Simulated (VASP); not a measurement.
Wanted: the native input for a VASP 6.6.1 run.

* Task: band structure
* Functional: PBEsol
* Potentials or basis: VASP PAW PBE potentials, release 64 (Sr_sv, S, O)
* Cutoff: 520 eV
* k mesh: 5 × 5 × 4
* Occupations: fermi-dirac, width 0.05 eV
* Spin: no spin polarisation
* Further INCAR settings: ALGO = Fast; EDIFF = 1e-06

The structure of Sr2SO lies in POSCAR:

```
Sr2SO
1.0
    4.0432370000      0.0000000000      0.0000000000
    0.0000000000      4.0432370000      0.0000000000
    0.0000000000      0.0000000000      5.7180000000
Sr S O
2 1 1
Direct
    0.5000000000      0.5000000000      0.5000000000
    0.0000000000      0.0000000000      0.0000000000
    0.0000000000      0.0000000000      0.5000000000
    0.5000000000      0.5000000000      0.0000000000
```

The cell comes from a database or a generator and needn't be the stable form of this composition.

One way to write it, as run:

INCAR

```
ALGO     = Fast           # electronic algorithm
EDIFF    = 1E-6           # SCF threshold, eV
ENCUT    = 520            # plane-wave cutoff, eV
GGA      = PS             # functional
ISIF     = 2              # what is computed and relaxed
ISMEAR   = -1             # smearing method
LASPH    = T              # aspherical terms in the spheres
LCHARG   = F              # write CHGCAR
LREAL    = F              # projectors in reciprocal space
LWAVE    = F              # write WAVECAR
NELM     = 80             # most SCF steps
PREC     = Accurate       # precision mode
SIGMA    = 0.05           # smearing width, eV
```

KPOINTS

```
k-points
0
Gamma
  5 5 4
```

KPOINTS_OPT

```
path GXMGZRAZ,XR,MA
15
line-mode
reciprocal
 0.0000000000  0.0000000000  0.0000000000  G
 0.0000000000  0.5000000000  0.0000000000  X

 0.0000000000  0.5000000000  0.0000000000  X
 0.5000000000  0.5000000000  0.0000000000  M

 0.5000000000  0.5000000000  0.0000000000  M
 0.0000000000  0.0000000000  0.0000000000  G

 0.0000000000  0.0000000000  0.0000000000  G
 0.0000000000  0.0000000000  0.5000000000  Z

 0.0000000000  0.0000000000  0.5000000000  Z
 0.0000000000  0.5000000000  0.5000000000  R

 0.0000000000  0.5000000000  0.5000000000  R
 0.5000000000  0.5000000000  0.5000000000  A

 0.5000000000  0.5000000000  0.5000000000  A
 0.0000000000  0.0000000000  0.5000000000  Z

 0.0000000000  0.5000000000  0.0000000000  X
 0.0000000000  0.5000000000  0.5000000000  R

 0.5000000000  0.5000000000  0.0000000000  M
 0.5000000000  0.5000000000  0.5000000000  A
```

Potentials or basis: VASP PAW PBE potentials, release 64 (Sr_sv, S, O).

Command:

```console
$ cat potpaw_PBE.64/Sr_sv/POTCAR potpaw_PBE.64/S/POTCAR potpaw_PBE.64/O/POTCAR > POTCAR
$ mpirun -np 1 vasp_std > vasp.out
```

It gave:

```json
{
  "Pressure": "-2.4 GPa",
  "Band gap on the k mesh": "2.12 eV, direct",
  "Band gap along the path": "2.12 eV, direct"
}
```

Caveat: the PAW data sets were made with another functional, which shifts forces and pressure a little.

It took 69 s on 1 thread of Intel(R) Xeon(R) 6975P-C (Granite Rapids), on a shared host, peak memory 0.23 GiB.
